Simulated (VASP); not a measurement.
```xyz
1
Lattice="0.0000 1.8195 1.8195 1.8195 0.0000 1.8195 1.8195 1.8195 0.0000" Properties=species:S:1:pos:R:3 pbc="T T T"
Rh     0.0000     0.0000     0.0000
```

All values below come from PBEsol GGA, VASP's PBE PAW potentials (set 64) (plane waves; VASP). Numerical set-up: 500 eV cut-off, 17×17×17 Γ-centred mesh, first-order Methfessel-Paxton smearing of 0.10 eV, potentials Rh_pv.

Q: Predict the energy per atom (σ→0), pressure, band gap (on the k-mesh) with the smallest direct gap where there is one.

A: 
```
Item                                                         Value
------------------------  ----------------------------------------
band gap (on the k-mesh)  none (metal, semimetal or under 0.01 eV)
energy per atom (σ→0)                               -7.959 eV/atom
pressure                                                 44.81 GPa
```

The compound is Rh in the fcc structure. It was relaxed first under an external pressure of 45 GPa.
